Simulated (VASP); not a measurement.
Output of a VASP run:

### OSZICAR
```
...
DAV:   5    -0.118164594485E+02   -0.36086E-01   -0.36081E-01  2287   0.751E+00    0.144E+01
DAV:   6    -0.570627223711E+02   -0.45246E+02   -0.95470E+01  1495   0.890E+01    0.207E+01
DAV:   7    -0.558341636273E+02    0.12286E+01   -0.27643E+00  1980   0.196E+01    0.182E+01
DAV:   8    -0.523234145362E+02    0.35107E+01   -0.66558E+00  1999   0.377E+01    0.105E+01
DAV:   9    -0.520261841188E+02    0.29723E+00   -0.60133E+00  1909   0.367E+01    0.694E+00
DAV:  10    -0.520243021839E+02    0.18819E-02   -0.34238E-01  1681   0.586E+00    0.565E+00
DAV:  11    -0.517854649842E+02    0.23884E+00   -0.38326E-01  2034   0.814E+00    0.172E+00
DAV:  12    -0.517271977854E+02    0.58267E-01   -0.25129E-01  2134   0.706E+00    0.954E-01
DAV:  13    -0.517746264883E+02   -0.47429E-01   -0.22297E-01  1858   0.789E+00    0.111E+00
DAV:  14    -0.517699819573E+02    0.46445E-02   -0.27409E-02  1762   0.296E+00    0.577E-01
DAV:  15    -0.517666299711E+02    0.33520E-02   -0.12850E-02  2150   0.140E+00    0.133E-01
DAV:  16    -0.517671326535E+02   -0.50268E-03   -0.10592E-03  1575   0.312E-01    0.419E-02
DAV:  17    -0.517671618038E+02   -0.29150E-04   -0.47379E-05  1738   0.864E-02    0.219E-02
DAV:  18    -0.517671733251E+02   -0.11521E-04   -0.12422E-05  1561   0.435E-02    0.234E-02
DAV:  19    -0.517671726803E+02    0.64477E-06   -0.39191E-06  1524   0.256E-02
   1 F= -.51767173E+02 E0= -.51767491E+02  d E =-.517672E+02
       N       E                     dE             d eps       ncg     rms          rms(c)
DAV:   1    -0.518549629362E+02   -0.87790E-01   -0.10774E+00  1490   0.170E+01    0.265E+00
DAV:   2    -0.518488513462E+02    0.61116E-02   -0.11521E+00  1677   0.185E+01    0.207E+00
DAV:   3    -0.517689748374E+02    0.79877E-01   -0.33859E-01  1687   0.102E+01    0.456E-01
DAV:   4    -0.517662523881E+02    0.27224E-02   -0.10124E-02  1606   0.918E-01    0.869E-02
DAV:   5    -0.517663424041E+02   -0.90016E-04   -0.46382E-04  1636   0.192E-01    0.727E-02
DAV:   6    -0.517662153128E+02    0.12709E-03   -0.54562E-04  1833   0.377E-01    0.551E-02
DAV:   7    -0.517662464281E+02   -0.31115E-04   -0.64397E-04  1631   0.437E-01    0.395E-02
DAV:   8    -0.517662814511E+02   -0.35023E-04   -0.62067E-05  1629   0.139E-01    0.126E-02
DAV:   9    -0.517662848163E+02   -0.33653E-05   -0.12497E-05  1833   0.540E-02    0.263E-03
DAV:  10    -0.517662846808E+02    0.13557E-06   -0.93761E-07   799   0.150E-02
   2 F= -.51766285E+02 E0= -.51766596E+02  d E =0.888000E-03
       N       E                     dE             d eps       ncg     rms          rms(c)
DAV:   1    -0.518003623870E+02   -0.34078E-01   -0.39735E-01  1490   0.102E+01    0.160E+00
DAV:   2    -0.517967618699E+02    0.36005E-02   -0.41461E-01  1685   0.111E+01    0.124E+00
DAV:   3    -0.517689009074E+02    0.27861E-01   -0.12060E-01  1653   0.615E+00    0.274E-01
DAV:   4    -0.517679349123E+02    0.96600E-03   -0.38100E-03  1635   0.603E-01    0.514E-02
DAV:   5    -0.517679745748E+02   -0.39662E-04   -0.14513E-04  1606   0.124E-01    0.453E-02
DAV:   6    -0.517679416661E+02    0.32909E-04   -0.18441E-04  1932   0.218E-01    0.320E-02
DAV:   7    -0.517679547221E+02   -0.13056E-04   -0.21315E-04  1631   0.251E-01    0.215E-02
DAV:   8    -0.517679616139E+02   -0.68918E-05   -0.68664E-05  1629   0.146E-01    0.990E-03
DAV:   9    -0.517679638114E+02   -0.21975E-05   -0.11457E-05  1583   0.611E-02    0.239E-03
DAV:  10    -0.517679639327E+02   -0.12123E-06   -0.58319E-07   740   0.111E-02
   3 F= -.51767964E+02 E0= -.51768279E+02  d E =-.791252E-03
```

OUTCAR:
```
------------------------ aborting loop because EDIFF is reached ----------------------------------------
  FORCE on cell =-STRESS in cart. coord.  units (eV):
  Direction    XX          YY          ZZ          XY          YZ          ZX
  --------------------------------------------------------------------------------------
  Total       -0.0018129     -0.0018129     -0.0018129     -0.0000000     -0.0000000     -0.0000000
  in kB       -0.0696062     -0.0696062     -0.0696062     -0.0000000     -0.0000000     -0.0000000
  external PRESSURE =      -0.0696062 kB  Pullay stress =       0.0000000 kB
  volume of cell :       41.73
      direct lattice vectors                 reciprocal lattice vectors
     3.468549264  0.000000000  0.000000000     0.288304972  0.000000000  0.000000000
    -0.000000000  3.468549264  0.000000000     0.000000000  0.288304972  0.000000000
    -0.000000000 -0.000000000  3.468549264     0.000000000 -0.000000000  0.288304972
 POSITION                                       TOTAL-FORCE (eV/Angst)
 -----------------------------------------------------------------------------------
      0.00000      0.00000      0.00000         0.000000      0.000000      0.000000
     -0.00000      1.73427      1.73427        -0.000000     -0.000000      0.000000
      1.73427     -0.00000      1.73427        -0.000000     -0.000000      0.000000
      1.73427      1.73427      0.00000        -0.000000     -0.000000      0.000000
 -----------------------------------------------------------------------------------
    total drift:                               -0.000000      0.000000      0.000000
  FREE ENERGIE OF THE ION-ELECTRON SYSTEM (eV)
  ---------------------------------------------------
  free  energy   TOTEN  =       -51.7679639327 eV

  energy  without entropy=      -51.7689087964  energy(sigma->0) =      -51.76827889

 reached required accuracy - stopping structural energy minimisation
```
(Selected blocks of OUTCAR.)

POSCAR:
```
Ni3Si
1
    3.4628876297     0.0000000000    -0.0000000000
   -0.0000000000     3.4628876297    -0.0000000000
    0.0000000000     0.0000000000     3.4628876297
Si Ni
1 3
Direct
  0.0000000000   0.0000000000   0.0000000000
  0.0000000000   0.5000000000   0.5000000000
  0.5000000000   0.0000000000   0.5000000000
  0.5000000000   0.5000000000   0.0000000000
```

Task: Write an INCAR and KPOINTS that could have produced this output.

Result: One answer among several that fit: the input of the run itself, TPSS meta-GGA, plane waves, VASP's PBE PAW potentials (set 64).

**INCAR**
```
ALGO = Normal
EDIFF = 1E-6
EDIFFG = -0.02
ENCUT = 520
IBRION = 2
ISIF = 3
ISMEAR = 1
LASPH = .TRUE.
LCHARG = .FALSE.
LMAXMIX = 4
LMIXTAU = .TRUE.
LREAL = .FALSE.
LWAVE = .FALSE.
METAGGA = TPSS
NELM = 100
NSW = 60
PREC = Accurate
SIGMA = 0.1
SYSTEM = Ni3Si
```

**KPOINTS**
```
Automatic mesh
0
Gamma
8 8 8
0 0 0
```

POTCAR, in this order: Si Ni (PBE.64 set). Program: vasp_std.

The compound is Ni3Si in the L1_2 structure. This run relaxes it. Symmetry was kept, so distortions that lower it aren't found. The run is not spin-polarised, so no magnetic state was tried.
